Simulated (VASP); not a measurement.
Given:

```yaml
crystal:
  lattice:
    - [4.40338, 0.00000, 0.00000]
    - [-2.20169, 3.81343, 0.00000]
    - [0.00000, 0.00000, 25.85210]
  atoms:
    - { symbol: F, position: [0.66667, 0.33333, 0.32834] }
    - { symbol: F, position: [0.33333, 0.66667, 0.46359] }
    - { symbol: F, position: [0.00000, 0.00000, 0.39588] }
    - { symbol: F, position: [0.00000, 0.00000, 0.60412] }
    - { symbol: F, position: [0.66667, 0.33333, 0.53641] }
    - { symbol: F, position: [0.33333, 0.66667, 0.67166] }
    - { symbol: Ba, position: [0.33333, 0.66667, 0.36019] }
    - { symbol: Ba, position: [0.00000, 0.00000, 0.50000] }
    - { symbol: Ba, position: [0.66667, 0.33333, 0.63981] }
```

These are r2SCAN meta-GGA, VASP's PBE PAW potentials (set 64) (plane waves; VASP) values and carry that method's errors. Numerical set-up: PREC = Normal, 450 eV cut-off, 5×5×1 Γ-centred mesh, Gaussian smearing of 0.050 eV, potentials F Ba_sv.

**Question.** Predict the energy per atom (σ→0).

**Answer.** 
```
Quantity                        Result
---------------------  ---------------
energy per atom (σ→0)  -14.944 eV/atom
```

The absolute energy has meaning only against runs of the same code, potentials and settings.

The cell is a thin slab with vacuum, built from BaF2 (fluorite): (111) face.
